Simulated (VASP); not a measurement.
# A VASP study of La2ZnIrO6 (LDA): structure first, properties next, part 4 of 7

Wanted: the relaxed cell of La2ZnIrO6 and its properties. The start is a computed cell from the Materials Project.

VASP 6.6.1, plane waves and PAW; the level of theory is named at each step.

Still holding for the runs below: This run has no spin polarisation, although Ir can carry a moment.

So far. Step 2 (Full relaxation (LDA)): It ends with a largest force of 0.010 eV/Å and a pressure of 0.02 GPa. Step 3 (Second relaxation): It ends with a largest force of 0.009 eV/Å and a pressure of 0.05 GPa. The volume moved by under 0.01 %: the run met its threshold at the first step.

## Step 4: Density, ELF and potential (LDA)

Level of this step: LDA, no spin polarisation; plane waves and PAW (La, Zn, Ir, O) (VASP).

A single point on the relaxed cell gives a clean self-consistent state, with density, ELF and potential written out.

INCAR

```
SYSTEM = La2ZnIrO6
PREC = Accurate
ENCUT = 520
EDIFF = 1E-06
NELM = 100
ISMEAR = 0
SIGMA = 0.05
LREAL = .FALSE.
ALGO = Normal
GGA = CA
NBANDS = 99
LASPH = .TRUE.
LORBIT = 11
LWAVE = .FALSE.
LCHARG = .TRUE.
ISIF = 2
LELF = .TRUE.
LVHAR = .TRUE.
```

POSCAR

```
La2ZnIrO6
1.0
    5.4601286630      0.0000000000     -0.0012903367
    0.0000000000      5.6853172159      0.0000000000
   -5.4490446291      0.0000000000      7.7941421253
La Zn Ir O
4 2 2 12
Direct
    0.7346167706      0.5584615570      0.2492856674
    0.2653832294      0.0584615570      0.2507143326
    0.7346167706      0.9415384430      0.7492856674
    0.2653832294      0.4415384430      0.7507143326
    0.5000000000      0.5000000000      0.5000000000
    0.5000000000      0.0000000000      0.0000000000
    0.0000000000      0.5000000000      0.0000000000
    0.0000000000      0.0000000000      0.5000000000
    0.8408482302      0.5213640216      0.7517551616
    0.1591517698      0.0213640216      0.7482448384
    0.1591517698      0.4786359784      0.2482448384
    0.8408482302      0.9786359784      0.2517551616
    0.6557133287      0.7994175567      0.4532746962
    0.3442866713      0.2994175567      0.0467253038
    0.3442866713      0.2005824433      0.5467253038
    0.6557133287      0.7005824433      0.9532746962
    0.7584099427      0.2075213022      0.9519222475
    0.2415900573      0.7075213022      0.5480777525
    0.2415900573      0.7924786978      0.0480777525
    0.7584099427      0.2924786978      0.4519222475
```

KPOINTS

```
Automatic mesh
0
Gamma
6 5 4
0 0 0
```

The projector-augmented-wave data sets are La, Zn, Ir and O (LDA family, release 64).

Command:

```console
> mpirun -np 8 vasp_std
```

Log:

```text
[banner, memory and clock lines left out]
running    8 mpi-ranks, on    1 nodes
 distrk:  each k-point on    8 cores,    1 groups
 distr:  one band on    1 cores,    8 groups

 POSCAR found type information on POSCAR LaZnIrO
 POSCAR found :  4 types and      20 ions
 [... a notice as in an earlier step ...]

 [... a notice as in an earlier step ...]

 LDA part: xc-table for (Slater(with rela. corr.)+CA(PZ))
 , standard interpolation
|                                                                             |
|           W    W    AA    RRRRR   N    N  II  N    N   GGGG   !!!           |
|           W    W   A  A   R    R  NN   N  II  NN   N  G    G  !!!           |
|           W    W  A    A  R    R  N N  N  II  N N  N  G       !!!           |
|           W WW W  AAAAAA  RRRRR   N  N N  II  N  N N  G  GGG   !            |
|           WW  WW  A    A  R   R   N   NN  II  N   NN  G    G                |
|           W    W  A    A  R    R  N    N  II  N    N   GGGG   !!!           |
|                                                                             |
|     The number of bands has been changed from the values supplied in        |
|     The orbitals not found in the WAVECAR file will be initialized with     |
|     random numbers, which is usually adequate. For correlated               |
|     calculations, however, you should redo the groundstate calculation.     |
|     I found NBANDS = 99. Now, NBANDS = 104.                                 |
|                                                                             |

 POSCAR, INCAR and KPOINTS ok, starting setup
 FFT: planning ... GRIDC
 FFT: planning ... GRID_SOFT
 FFT: planning ... GRID
 WAVECAR not read
 entering main loop
       N       E                     dE             d eps       ncg     rms          rms(c)
DAV:   1     0.236629825062E+04    0.23663E+04   -0.57572E+04  9848   0.246E+03
DAV:   2     0.713324038169E+03   -0.16530E+04   -0.14793E+04  9616   0.655E+02
DAV:   3     0.670725869389E+02   -0.64625E+03   -0.55230E+03  9200   0.303E+02
DAV:   4    -0.153214606261E+03   -0.22029E+03   -0.20770E+03 12840   0.149E+02
DAV:   5    -0.182819044459E+03   -0.29604E+02   -0.28716E+02 15392   0.658E+01    0.565E+01
DAV:   6    -0.163506148281E+03    0.19313E+02   -0.22937E+02 15288   0.650E+01    0.275E+01
DAV:   7    -0.161567547806E+03    0.19386E+01   -0.45123E+01 15552   0.448E+01    0.162E+01
DAV:   8    -0.162008496961E+03   -0.44095E+00   -0.12057E+01 14208   0.279E+01    0.500E+00
DAV:   9    -0.161910298199E+03    0.98199E-01   -0.25745E+00 13280   0.201E+01    0.362E+00
DAV:  10    -0.161990113625E+03   -0.79815E-01   -0.10950E+00 16240   0.442E+00    0.164E+00
DAV:  11    -0.161999498042E+03   -0.93844E-02   -0.12493E-01 16768   0.156E+00    0.121E+00
DAV:  12    -0.162003550271E+03   -0.40522E-02   -0.28838E-02 16512   0.912E-01    0.754E-01
DAV:  13    -0.161998648910E+03    0.49014E-02   -0.14527E-02 15312   0.958E-01    0.242E-01
DAV:  14    -0.161998484133E+03    0.16478E-03   -0.58316E-03 14896   0.482E-01    0.161E-01
DAV:  15    -0.161998568678E+03   -0.84545E-04   -0.14689E-03 15728   0.185E-01    0.144E-01
DAV:  16    -0.161998591448E+03   -0.22769E-04   -0.22764E-04 16256   0.723E-02    0.145E-01
DAV:  17    -0.161998596191E+03   -0.47437E-05   -0.30485E-05 15352   0.268E-02    0.143E-01
DAV:  18    -0.161998576023E+03    0.20169E-04   -0.10275E-04 16032   0.549E-02    0.102E-01
DAV:  19    -0.161998602413E+03   -0.26390E-04   -0.12080E-04 15384   0.798E-02    0.116E-01
DAV:  20    -0.161999068785E+03   -0.46637E-03   -0.18848E-03 15480   0.250E-01    0.236E-01
DAV:  21    -0.161998627535E+03    0.44125E-03   -0.12451E-03 16080   0.205E-01    0.121E-01
DAV:  22    -0.161998635586E+03   -0.80515E-05   -0.68925E-05 14672   0.616E-02    0.945E-02
DAV:  23    -0.161998602162E+03    0.33424E-04   -0.35926E-05 15480   0.365E-02    0.670E-02
DAV:  24    -0.161998551489E+03    0.50672E-04   -0.20059E-04 15656   0.794E-02    0.231E-02
DAV:  25    -0.161998553654E+03   -0.21644E-05   -0.31451E-05 15400   0.264E-02    0.139E-02
DAV:  26    -0.161998553805E+03   -0.15086E-06   -0.11385E-06  7496   0.834E-03
   1 F= -.16199855E+03 E0= -.16198732E+03  d E =-.224700E-01
```

It took 4.3 min on 8 MPI ranks of Intel Xeon 6975P-C (Granite Rapids), shared host; peak memory 3 GiB.

OUTCAR, selected parts (step 4):

```text
 Found     42 irreducible k-points:

   k-points           NKPTS =     42   k-points in BZ     NKDIM =     42   number of bands    NBANDS=    104

   NELECT =     158.0000    total number of electrons

 E-fermi :   7.3183

 k-point     1 :       0.0000    0.0000    0.0000
  band No.  band energies     occupation
    ...
     75       6.6656      2.00000
     76       7.0055      2.00000
     77       7.0739      2.00000
     78       7.2549      1.92687
     79       7.3153      1.06605
     80       7.4984      0.00000
     81       9.5665      0.00000
     82      10.5536      0.00000
     83      10.7197      0.00000
     84      10.7800      0.00000
    ...

 k-point     2 :       0.1667    0.0000    0.0000
  band No.  band energies     occupation
    ...
     75       6.7287      2.00000
     76       7.0081      2.00000
     77       7.0375      2.00000
     78       7.2541      1.93052
     79       7.2989      1.41568
     80       7.4577      0.00008
     81       9.7081      0.00000
     82      10.5687      0.00000
     83      10.6412      0.00000
     84      10.6651      0.00000
    ...

  Total        0.0877200      0.0872162      0.0731630      0.0000000      0.0000000      0.0093068
  in kB        0.5809716      0.5776354      0.4845603      0.0000000      0.0000000      0.0616393
  external PRESSURE =       0.5477224 kB  Pullay stress =       0.0000000 kB

 POSITION                                       TOTAL-FORCE (eV/Angst)
 -----------------------------------------------------------------------------------
      2.65273      3.17503      1.94202         0.006058     -0.001297     -0.003640
      0.08287      0.33237      1.95376        -0.006058     -0.001297      0.003640
     -0.07179      5.35294      5.83909         0.006058      0.001297     -0.003640
     -2.64165      2.51029      5.85083        -0.006058      0.001297      0.003640
      0.00554      2.84266      3.89643         0.000000      0.000000     -0.000000
      2.73006      0.00000     -0.00065         0.000000      0.000000     -0.000000
      0.00000      2.84266      0.00000         0.000000      0.000000     -0.000000
     -2.72452      0.00000      3.89707         0.000000      0.000000     -0.000000
      0.49479      2.96412      5.85820         0.002419     -0.008014     -0.000411
     -3.20823      0.12146      5.83172        -0.002419     -0.008014      0.000411
     -0.48371      2.72120      1.93465        -0.002419      0.008014      0.000411
      3.21931      5.56386      1.96113         0.002419      0.008014     -0.000411
      1.11037      4.54494      3.53204         0.007231      0.005425      0.004399
      1.62524      1.70228      0.36374        -0.007231      0.005425     -0.004399
     -1.09928      1.14037      4.26081        -0.007231     -0.005425     -0.004399
     -1.61416      3.98303      7.42911         0.007231     -0.005425      0.004399
     -1.04605      1.17982      7.41844        -0.002596      0.004930      0.006861
     -1.66739      4.02248      4.27148         0.002596      0.004930     -0.006861
      1.05713      4.50549      0.37441         0.002596     -0.004930     -0.006861
      1.67847      1.66283      3.52137        -0.002596     -0.004930      0.006861
 -----------------------------------------------------------------------------------
    total drift:                                0.000000      0.000000     -0.000000

  FREE ENERGIE OF THE ION-ELECTRON SYSTEM (eV)
  ---------------------------------------------------
  free  energy   TOTEN  =      -161.9985538045 eV

  energy  without entropy=     -161.9760838331  energy(sigma->0) =     -161.98731882

 total charge
# of ion       s       p       d       f       tot
--------------------------------------------------
    1        2.033   5.697   0.638   0.263   8.630
    2        2.033   5.697   0.638   0.263   8.630
    3        2.033   5.697   0.638   0.263   8.630
    4        2.033   5.697   0.638   0.263   8.630
    5        0.429   0.483   9.933   0.000  10.844
    6        0.429   0.483   9.933   0.000  10.844
    7        0.624   0.850   6.946   0.000   8.421
    8        0.624   0.850   6.946   0.000   8.421
    9        1.551   3.453   0.000   0.000   5.004
   10        1.551   3.453   0.000   0.000   5.004
   11        1.551   3.453   0.000   0.000   5.004
   12        1.551   3.453   0.000   0.000   5.004
   13        1.549   3.439   0.000   0.000   4.988
   14        1.549   3.439   0.000   0.000   4.988
   15        1.549   3.439   0.000   0.000   4.988
   16        1.549   3.439   0.000   0.000   4.988
   17        1.549   3.439   0.000   0.000   4.989
   18        1.549   3.439   0.000   0.000   4.989
   19        1.549   3.439   0.000   0.000   4.989
   20        1.549   3.439   0.000   0.000   4.989
--------------------------------------------------
tot         28.833  66.778  36.311   1.051 132.973

[... 8 parts as in an earlier step ...]

[... 5 further parts left out ...]
```

This step gave:

```
SCF cycles   : 26
bands        : 104
Fermi energy : 7.318 eV
pressure     : 0.05477 GPa
```

Valence electrons inside each PAW sphere by angular momentum. Sphere charges, by row:

| atom | s (e) | p (e) | d (e) | f (e) | tot (e) |
| --- | --- | --- | --- | --- | --- |
| La1 | 2.033 | 5.697 | 0.638 | 0.263 | 8.63 |
| La2 | 2.033 | 5.697 | 0.638 | 0.263 | 8.63 |
| La3 | 2.033 | 5.697 | 0.638 | 0.263 | 8.63 |
| La4 | 2.033 | 5.697 | 0.638 | 0.263 | 8.63 |
| Zn5 | 0.429 | 0.483 | 9.933 | 0 | 10.84 |
| Zn6 | 0.429 | 0.483 | 9.933 | 0 | 10.84 |
| Ir7 | 0.624 | 0.85 | 6.946 | 0 | 8.421 |
| Ir8 | 0.624 | 0.85 | 6.946 | 0 | 8.421 |
| O9 | 1.551 | 3.453 | 0 | 0 | 5.004 |
| O10 | 1.551 | 3.453 | 0 | 0 | 5.004 |
| O11 | 1.551 | 3.453 | 0 | 0 | 5.004 |
| O12 | 1.551 | 3.453 | 0 | 0 | 5.004 |
| O13 | 1.549 | 3.439 | 0 | 0 | 4.988 |
| O14 | 1.549 | 3.439 | 0 | 0 | 4.988 |
| O15 | 1.549 | 3.439 | 0 | 0 | 4.988 |
| O16 | 1.549 | 3.439 | 0 | 0 | 4.988 |
| O17 | 1.549 | 3.439 | 0 | 0 | 4.989 |
| O18 | 1.549 | 3.439 | 0 | 0 | 4.989 |
| O19 | 1.549 | 3.439 | 0 | 0 | 4.989 |
| O20 | 1.549 | 3.439 | 0 | 0 | 4.989 |

Electrostatic potential energy in the ac plane at fractional y = 0.000, with atoms of Zn and Ir and O within 0.2 Å of it. With pseudopotentials it is smooth inside the atoms' cores, unlike the true potential.

Values in eV, 24 rows by 15 columns, each cell a mean:
```
  2   3   3   2  -3 -10  -8  -7  -9  -8  -1   3   3   2   2
  0   1   2   1  -5 -10 -10 -10  -8  -1   1   1   0  -2  -2
 -3   0   2   1  -3  -7  -7  -4   0   1  -1  -5 -10 -12  -8
 -5   0   1  -3  -3  -1   1   2   1  -3 -12 -29 -41 -35 -17
 -3  -3 -25 -41 -20   1   3   2  -3 -16 -47 -73 -76 -52 -18
 -3 -32 -52 -51 -17   2   2  -1 -13 -46 -78 -81 -78 -42 -10
-11 -49 -54 -29  -1   3   1  -6 -27 -67 -81 -79 -54 -17  -3
 -7 -24 -15  -2   1   1  -1  -9 -30 -58 -63 -43 -17  -4   0
 -5 -10 -10  -5  -1   1  -1  -7 -17 -24 -20 -10  -3   1   0
-23 -31 -25 -12  -2   1   0  -3  -6  -6  -3   0   1   0  -8
-48 -47 -33 -13  -1   2   2   1   0   1   2   2   0 -11 -32
-59 -49 -28  -7   1   3   3   2   2   3   3   1  -9 -31 -51
-51 -33 -11   0   2   2   2   2   2   3   2  -3 -20 -42 -55
-29 -11  -1   2   1  -1  -2  -2   0   2   0  -6 -22 -37 -41
 -6   0   1  -1  -6 -11 -12  -8  -3   0   0  -4 -13 -19 -16
 -1   1  -3 -13 -31 -43 -35 -16  -5   0   1  -1  -4  -8  -7
 -2  -3 -18 -50 -75 -77 -51 -17  -3   1   2  -1 -23 -46 -31
 -2 -13 -49 -79 -81 -77 -39  -9  -1   2   1 -24 -53 -53 -25
 -6 -28 -68 -81 -79 -51 -16  -3   2   3  -5 -41 -53 -33  -3
-10 -31 -57 -61 -41 -15  -3   1   2   2  -3 -17 -13  -1  -1
 -8 -17 -23 -18  -9  -2   1   1  -1  -3  -3  -1   1   2  -1
 -3  -5  -5  -2   0   1  -1  -6 -10 -10  -8  -2   2   2   0
  1   1   1   2   2  -1  -8 -10  -9 -10  -9  -1   2   3   2
  2   3   3   3   0  -7 -10  -6  -7 -10  -6   1   3   3   3
```
Columns run along a (5.5 Å; values clipped at the 3rd and 97th percentile), rows up along c (9.5 Å). Atoms in or near the plane, at fractional coordinates: Zn at (0.50, 0.00), Ir at (0.00, 0.50), O at (0.16, 0.75), O at (0.84, 0.25).

ELF in the ac plane at fractional y = 0.000, with atoms of Zn and Ir and O within 0.2 Å of it. It is the smooth field of the valence electrons, not physical close to the nuclei.

Values, 24 rows by 15 columns, each cell a mean:
```
0.05 0.09 0.13 0.11 0.13 0.12 0.02 0.00 0.05 0.14 0.12 0.16 0.20 0.13 0.06
0.07 0.05 0.06 0.08 0.14 0.13 0.08 0.10 0.15 0.11 0.12 0.13 0.12 0.11 0.11
0.18 0.05 0.09 0.18 0.19 0.18 0.16 0.13 0.09 0.07 0.09 0.19 0.40 0.57 0.51
0.22 0.18 0.49 0.65 0.64 0.47 0.23 0.09 0.05 0.13 0.43 0.72 0.83 0.86 0.74
0.22 0.63 0.79 0.77 0.82 0.69 0.28 0.05 0.18 0.63 0.83 0.81 0.83 0.85 0.62
0.56 0.80 0.56 0.65 0.80 0.55 0.12 0.11 0.64 0.86 0.77 0.67 0.79 0.78 0.35
0.79 0.71 0.60 0.76 0.61 0.21 0.05 0.33 0.81 0.84 0.74 0.78 0.82 0.52 0.31
0.75 0.78 0.74 0.51 0.23 0.09 0.08 0.39 0.77 0.84 0.86 0.85 0.59 0.18 0.43
0.45 0.46 0.33 0.29 0.22 0.11 0.09 0.25 0.60 0.77 0.77 0.50 0.14 0.12 0.30
0.15 0.08 0.28 0.43 0.25 0.15 0.12 0.13 0.24 0.31 0.20 0.07 0.08 0.19 0.28
0.01 0.03 0.22 0.31 0.21 0.19 0.16 0.09 0.06 0.05 0.07 0.10 0.21 0.39 0.23
0.04 0.03 0.21 0.25 0.19 0.20 0.14 0.06 0.06 0.12 0.16 0.18 0.29 0.23 0.02
0.02 0.24 0.36 0.20 0.13 0.10 0.05 0.05 0.11 0.20 0.20 0.22 0.26 0.08 0.00
0.16 0.35 0.22 0.09 0.06 0.09 0.12 0.10 0.11 0.16 0.18 0.30 0.39 0.15 0.02
0.28 0.20 0.09 0.10 0.35 0.58 0.54 0.29 0.12 0.10 0.17 0.33 0.35 0.21 0.24
0.55 0.24 0.16 0.56 0.84 0.85 0.80 0.56 0.16 0.07 0.13 0.23 0.41 0.65 0.69
0.67 0.24 0.55 0.84 0.82 0.81 0.84 0.68 0.17 0.06 0.22 0.56 0.76 0.72 0.78
0.45 0.43 0.80 0.76 0.67 0.79 0.86 0.54 0.08 0.17 0.59 0.78 0.57 0.58 0.83
0.27 0.71 0.83 0.75 0.77 0.85 0.69 0.17 0.07 0.42 0.78 0.78 0.66 0.79 0.64
0.41 0.83 0.87 0.84 0.79 0.56 0.17 0.04 0.14 0.46 0.74 0.79 0.77 0.61 0.20
0.46 0.76 0.76 0.59 0.31 0.10 0.05 0.08 0.13 0.21 0.33 0.40 0.34 0.14 0.08
0.20 0.30 0.23 0.13 0.10 0.09 0.10 0.15 0.14 0.15 0.16 0.12 0.08 0.04 0.06
0.05 0.07 0.12 0.17 0.15 0.11 0.14 0.06 0.02 0.06 0.15 0.11 0.08 0.08 0.06
0.05 0.11 0.19 0.17 0.12 0.14 0.06 0.01 0.00 0.08 0.14 0.12 0.16 0.16 0.07
```
Columns run along a (5.5 Å), rows up along c (9.5 Å). Atoms in or near the plane, at fractional coordinates: Zn at (0.50, 0.00), Ir at (0.00, 0.50), O at (0.16, 0.75), O at (0.84, 0.25).

Valence density in the ac plane at fractional y = 0.000, with atoms of Zn and Ir and O within 0.2 Å of it. It is the smooth field of the valence electrons, not physical close to the nuclei.

Values in e/Å³, 24 rows by 15 columns, each cell a mean:
```
 0  0  0  0  0  2  9 14  6  1  0  0  0  0  0
 0  0  0  0  0  2  4  3  1  0  0  0  0  0  0
 0  0  0  0  0  1  0  0  0  0  0  0  0  1  0
 0  0  0  1  1  1  0  0  0  0  1  1  1  1  1
 0  1  2  4  2  1  0  0  0  1  1  2  2  2  1
 1  3  7  6  2  0  0  0  1  1  2  1  2  1  1
 2  5  5  3  1  0  0  0  1  2  1  2  1  1  0
 1  2  2  1  0  0  0  0  1  2  2  1  1  0  0
 1  1  1  0  0  0  0  0  1  1  1  0  0  0  0
 1  1  1  1  0  0  0  0  0  0  0  0  0  0  1
 2  2  2  1  0  0  0  0  0  0  0  0  0  1  1
 3  2  1  1  0  0  0  0  0  0  0  0  1  1  2
 2  2  1  0  0  0  0  0  0  0  0  0  1  2  2
 1  1  0  0  0  0  0  0  0  0  0  0  1  2  1
 1  0  0  0  0  0  1  0  0  0  0  0  1  1  1
 1  0  0  1  1  1  1  1  0  0  0  0  1  1  1
 1  0  1  1  2  2  1  1  0  0  0  1  2  4  3
 1  1  1  2  1  2  1  0  0  0  1  2  6  6  3
 0  1  2  2  2  1  1  0  0  0  1  4  6  3  1
 0  1  2  2  1  1  0  0  0  0  1  2  2  1  0
 0  1  1  1  0  0  0  0  0  0  1  1  0  0  0
 0  0  0  0  0  0  0  0  1  1  1  0  0  0  0
 0  0  0  0  0  0  1  5  9  5  1  0  0  0  0
 0  0  0  0  0  1  6 16 14  4  0  0  0  0  0
```
Columns run along a (5.5 Å), rows up along c (9.5 Å). Atoms in or near the plane, at fractional coordinates: Zn at (0.50, 0.00), Ir at (0.00, 0.50), O at (0.16, 0.75), O at (0.84, 0.25).

In this run the pressure is 0.05 GPa, small enough to go on; single stress components reach 0.06 GPa.

(Continued in part 5 of 7.)

[Lines on the potential files, build, host, timing and source positions are cut from VASP's logs without a mark.]

[Logs are printed without paths, hosts, clocks, repeated set-up lines and the standing remarks that a program may print on its own settings, such as how far it seeks lower states.]

[Hosts, paths, dates, database ids (printed as entryN), source tags and the programs' standing remarks are cut or masked in the printed files.]

[A measured line is paired with the nearest computed mode of its activity, which favours agreement.]

[In band tables of VASP the shares of atoms and orbitals are scaled to a sum of 1 inside the atoms' spheres.]
